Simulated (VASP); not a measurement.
Computed with PBE GGA, VASP's PBE PAW potentials (set 64) (plane waves; VASP 6.6.1).

VASP input:

INCAR:
```
SYSTEM = WC
PREC = Accurate
ENCUT = 520
EDIFF = 1E-6
NELM = 100
ALGO = Normal
LREAL = .FALSE.
LASPH = .TRUE.
ISMEAR = -4
GGA = PE
LMAXMIX = 6
LWAVE = .FALSE.
LCHARG = .FALSE.
ISIF = 2
```

POSCAR:
```
WC
2.910
  0.5000000000  -0.8660254296   0.0000000000
  0.5000000000   0.8660254296   0.0000000000
  0.0000000000   0.0000000000   0.9759450172
W C
1 1
Direct
  0.0000000000   0.0000000000   0.0000000000
  0.3333330000   0.6666670000   0.5000000000
```

**KPOINTS**
```
Regular mesh
0
Gamma
13 13 12
0 0 0
```

POTCAR, in this order: W_sv C (PBE.64 set). Program: vasp_std.

The resulting files:

File OSZICAR:
```
       N       E                     dE             d eps       ncg     rms          rms(c)
DAV:   1     0.109652609154E+03    0.10965E+03   -0.98296E+03  3822   0.154E+03
DAV:   2    -0.216082811979E+02   -0.13126E+03   -0.12849E+03  4387   0.380E+02
DAV:   3    -0.254818780364E+02   -0.38736E+01   -0.38415E+01  4585   0.607E+01
DAV:   4    -0.255189449706E+02   -0.37067E-01   -0.37038E-01  4217   0.624E+00
DAV:   5    -0.255192629310E+02   -0.31796E-03   -0.31793E-03  4567   0.592E-01    0.323E+01
DAV:   6    -0.225305172752E+02    0.29887E+01   -0.96101E+00  4312   0.318E+01    0.855E+00
DAV:   7    -0.224648722007E+02    0.65645E-01   -0.40889E-01  4012   0.577E+00    0.610E+00
DAV:   8    -0.224386159145E+02    0.26256E-01   -0.70409E-02  4237   0.255E+00    0.873E-01
DAV:   9    -0.224375509770E+02    0.10649E-02   -0.37629E-03  4077   0.488E-01    0.143E-01
DAV:  10    -0.224374984490E+02    0.52528E-04   -0.26374E-04  4512   0.219E-01    0.731E-02
DAV:  11    -0.224374972465E+02    0.12025E-05   -0.17765E-05  4167   0.408E-02    0.102E-02
DAV:  12    -0.224374961444E+02    0.11021E-05   -0.46277E-06  4062   0.216E-02    0.297E-03
DAV:  13    -0.224374961798E+02   -0.35346E-07   -0.91322E-08  1976   0.329E-03
   1 F= -.22437496E+02 E0= -.22437496E+02  d E =0.000000E+00
```

File OUTCAR:
```
------------------------ aborting loop because EDIFF is reached ----------------------------------------
  FORCE on cell =-STRESS in cart. coord.  units (eV):
  Direction    XX          YY          ZZ          XY          YZ          ZX
  --------------------------------------------------------------------------------------
  Total        0.7026244      0.7026245      0.6920524      0.0000000      0.0000000      0.0000000
  in kB       54.0503935     54.0503967     53.2371228      0.0000000      0.0000000      0.0000000
  external PRESSURE =      53.7793043 kB  Pullay stress =       0.0000000 kB
  volume of cell :       20.83
      direct lattice vectors                 reciprocal lattice vectors
     1.455000000 -2.520134000  0.000000000     0.343642612 -0.198402148  0.000000000
     1.455000000  2.520134000  0.000000000     0.343642612  0.198402148  0.000000000
     0.000000000  0.000000000  2.840000000     0.000000000  0.000000000  0.352112676
 POSITION                                       TOTAL-FORCE (eV/Angst)
 -----------------------------------------------------------------------------------
      0.00000      0.00000      0.00000        -0.000000      0.000000      0.000000
      1.45500      0.84005      1.42000         0.000000     -0.000000      0.000000
 -----------------------------------------------------------------------------------
    total drift:                               -0.000000     -0.000386      0.000000
  FREE ENERGIE OF THE ION-ELECTRON SYSTEM (eV)
  ---------------------------------------------------
  free  energy   TOTEN  =       -22.4374961798 eV

  energy  without entropy=      -22.4374961798  energy(sigma->0) =      -22.43749618
```
(Selected blocks of OUTCAR.)

The compound is WC in the wc structure. The cell was not relaxed at this level. The run is one of a series of settings (ISMEAR = -4, SIGMA removed against the base run), some of them coarse on purpose.
